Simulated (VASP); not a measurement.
VASP ran on this input.

### KPOINTS
```
Automatic mesh
0
G
 17 17 17
```

### POSCAR
```
V
1.0
 -1.4990564916   1.4990564916   1.4990564916
  1.4990564916  -1.4990564916   1.4990564916
  1.4990564916   1.4990564916  -1.4990564916
V
1
Direct
  0.0000000000   0.0000000000   0.0000000000
```

INCAR:
```
ALGO=Normal
EDIFF=1E-6
EDIFFG=-0.02
ENCUT=500
GGA=PE
IBRION=2
ISIF=3
ISMEAR=1
LASPH=.True.
LCHARG=.False.
LMAXMIX=4
LREAL=.False.
LWAVE=.False.
NELM=100
NSW=40
PREC=Accurate
SIGMA=0.1
SYSTEM=V
```

POTCAR, in this order: V_sv (PBE.64 set). Program: vasp_std.

### Question
Translate this PBE calculation to Quantum ESPRESSO's pw.x.

### Answer
One equivalent input (not run):
```
&CONTROL
  calculation = 'vc-relax'
  pseudo_dir = './pseudo'
  outdir = './out'
  tprnfor = .true.
  tstress = .true.
  nstep = 40
  forc_conv_thr = 0.00078
/
&SYSTEM
  ibrav = 0
  nat = 1
  ntyp = 1
  ecutwfc = 84
  occupations = 'smearing'
  smearing = 'methfessel-paxton'
  degauss = 0.00735
  input_dft = 'pbe'
/
&ELECTRONS
  conv_thr = 7.3e-08
  electron_maxstep = 100
/
&IONS
/
&CELL
/
ATOMIC_SPECIES
  V 50.941 V.upf
CELL_PARAMETERS angstrom
    -1.4990565    1.4990565    1.4990565
     1.4990565   -1.4990565    1.4990565
     1.4990565    1.4990565   -1.4990565
ATOMIC_POSITIONS crystal
  V    0.0000000  0.0000000  0.0000000
K_POINTS automatic
  17 17 17 0 0 0
```
What does not carry over: the potentials are each code's own (VASP's PAW set, PseudoDojo norm-conserving files in pw.x), so ENCUT and ecutwfc are chosen apart and not converted; conv_thr bounds pw.x's estimated SCF error, while EDIFF bounds the energy change between steps; forc_conv_thr acts on force components and is met together with etot_conv_thr.

The compound is V in the bcc structure. It was relaxed first.
